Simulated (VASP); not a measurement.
Output of a VASP run:

**OSZICAR**
```
       N       E                     dE             d eps       ncg     rms          rms(c)
DAV:   1     0.612555944593E+03    0.61256E+03   -0.26556E+04 12600   0.177E+03
DAV:   2     0.100646026426E+02   -0.60249E+03   -0.56647E+03 13762   0.522E+02
DAV:   3    -0.621560735014E+02   -0.72221E+02   -0.70824E+02 14966   0.173E+02
DAV:   4    -0.641109378077E+02   -0.19549E+01   -0.18971E+01 14954   0.281E+01
DAV:   5    -0.641568391693E+02   -0.45901E-01   -0.45646E-01 15756   0.436E+00    0.394E+01
DAV:   6    -0.570787272188E+02    0.70781E+01   -0.16740E+02 14826   0.101E+02    0.423E+01
DAV:   7    -0.507528408141E+02    0.63259E+01   -0.11607E+02 15284   0.104E+02    0.180E+01
DAV:   8    -0.485603733784E+02    0.21925E+01   -0.78035E+00 14182   0.240E+01    0.726E+00
DAV:   9    -0.481035746650E+02    0.45680E+00   -0.22351E+00 16518   0.127E+01    0.249E+00
DAV:  10    -0.481325196867E+02   -0.28945E-01   -0.18747E-01 14174   0.363E+00    0.138E+00
DAV:  11    -0.481349293760E+02   -0.24097E-02   -0.42457E-02 15804   0.192E+00    0.598E-01
DAV:  12    -0.481348932181E+02    0.36158E-04   -0.45866E-03 16286   0.538E-01    0.310E-01
DAV:  13    -0.481345384550E+02    0.35476E-03   -0.20195E-03 16028   0.439E-01    0.110E-01
DAV:  14    -0.481345695603E+02   -0.31105E-04   -0.29476E-04 16086   0.140E-01    0.546E-02
DAV:  15    -0.481345782454E+02   -0.86851E-05   -0.55103E-05 14752   0.603E-02    0.352E-02
DAV:  16    -0.481345748919E+02    0.33535E-05   -0.24238E-05 16274   0.473E-02    0.958E-03
DAV:  17    -0.481345748286E+02    0.63320E-07   -0.24530E-06 14318   0.118E-02    0.391E-03
DAV:  18    -0.481345751027E+02   -0.27408E-06   -0.32830E-07 12090   0.473E-03    0.158E-03
DAV:  19    -0.481345752083E+02   -0.10568E-06   -0.20118E-07  9832   0.358E-03    0.751E-04
DAV:  20    -0.481345751965E+02    0.11819E-07   -0.26325E-08  7122   0.138E-03
   1 F= -.48134575E+02 E0= -.48134575E+02  d E =0.000000E+00  mag=     4.0000
```

**OUTCAR**
```
------------------------ aborting loop because EDIFF is reached ----------------------------------------
  FORCE on cell =-STRESS in cart. coord.  units (eV):
  Direction    XX          YY          ZZ          XY          YZ          ZX
  --------------------------------------------------------------------------------------
  Total        0.0951486      0.0951486     -0.0336115     -0.0000000      0.0000000      0.0000000
  in kB        2.5876892      2.5876892     -0.9141083     -0.0000000      0.0000000      0.0000000
  external PRESSURE =       1.4204234 kB  Pullay stress =       0.0000000 kB
  volume of cell :       58.91
      direct lattice vectors                 reciprocal lattice vectors
     4.474451759  0.000000000  0.000000000     0.223491067  0.000000000  0.000000000
     0.000000000  4.474451759  0.000000000     0.000000000  0.223491067  0.000000000
     0.000000000  0.000000000  2.942532709     0.000000000  0.000000000  0.339843291
 POSITION                                       TOTAL-FORCE (eV/Angst)
 -----------------------------------------------------------------------------------
      0.00000      0.00000      0.00000         0.000000      0.000000      0.000000
      2.23723      2.23723      1.47127         0.000000      0.000000      0.000000
      1.35930      1.35930      0.00000         0.004151      0.004151      0.000000
      3.59652      0.87793      1.47127         0.004151     -0.004151     -0.000000
      0.87793      3.59652      1.47127        -0.004151      0.004151      0.000000
      3.11515      3.11515      0.00000        -0.004151     -0.004151     -0.000000
 -----------------------------------------------------------------------------------
    total drift:                                0.000000     -0.000000      0.000000
  FREE ENERGIE OF THE ION-ELECTRON SYSTEM (eV)
  ---------------------------------------------------
  free  energy   TOTEN  =       -48.1345751965 eV

  energy  without entropy=      -48.1345751965  energy(sigma->0) =      -48.13457520

 total charge

# of ion       s       p       d       tot
------------------------------------------
    1        0.363   6.435   3.983  10.780
    2        0.363   6.435   3.983  10.780
    3        1.575   3.454   0.000   5.028
    4        1.575   3.454   0.000   5.028
    5        1.575   3.454   0.000   5.028
    6        1.575   3.454   0.000   5.028
--------------------------------------------------
tot          7.024  26.683   7.967  41.675

 magnetization (x)

# of ion       s       p       d       tot
------------------------------------------
    1        0.023   0.032   2.088   2.143
    2        0.023   0.032   2.088   2.143
    3       -0.003  -0.093   0.000  -0.096
    4       -0.003  -0.093   0.000  -0.096
    5       -0.003  -0.093   0.000  -0.096
    6       -0.003  -0.093   0.000  -0.096
--------------------------------------------------
tot          0.034  -0.307   4.175   3.902

 Electric field gradients after diagonalization (V/A^2)
 (convention: |V_zz| > |V_xx| > |V_yy|)
----------------------------------------------------------------------
 ion       V_xx      V_yy      V_zz     asymmetry (V_yy - V_xx)/ V_zz
----------------------------------------------------------------------
   1      35.412    11.846   -47.258       0.499
   2      35.412    11.846   -47.258       0.499
   3     -24.445    -3.665    28.110       0.739
   4     -24.445    -3.665    28.110       0.739
   5     -24.445    -3.665    28.110       0.739
   6     -24.445    -3.665    28.110       0.739
```
(Selected blocks of OUTCAR.)

POSCAR:
```
CrO2
1
    4.4744517594     0.0000000000     0.0000000000
    0.0000000000     4.4744517594     0.0000000000
    0.0000000000     0.0000000000     2.9425327093
Cr O
2 4
Direct
  0.0000000000   0.0000000000   0.0000000000
  0.5000000000   0.5000000000   0.5000000000
  0.3037910679   0.3037910679   0.0000000000
  0.8037910679   0.1962089321   0.5000000000
  0.1962089321   0.8037910679   0.5000000000
  0.6962089321   0.6962089321   0.0000000000
```

**Question.** Write an INCAR and KPOINTS that could have produced this output.

**Answer.** This is not unique; one that fits is the input of the run itself, revPBE GGA, plane waves, VASP's PBE PAW potentials (set 64).

INCAR:
```
SYSTEM = CrO2
PREC = Accurate
ENCUT = 520
EDIFF = 1E-7
NELM = 100
ALGO = Normal
LREAL = .FALSE.
LASPH = .TRUE.
ISMEAR = -5
GGA = RE
LMAXMIX = 4
ISPIN = 2
MAGMOM = 2.1 2.1 -0.1 -0.1 -0.1 -0.1
LORBIT = 11
LWAVE = .FALSE.
LCHARG = .TRUE.
NEDOS = 601
ISIF = 2
LEFG = .TRUE.
```

**KPOINTS**
```
kpoints
0
gamma
8 8 12
0 0 0
```

POTCAR, in this order: Cr_pv O (PBE.64 set). Program: vasp_std.

For a metal the tetrahedron method with Blöchl corrections gives inexact stress and forces.

The compound is CrO2 in the rutile structure. It was relaxed first.
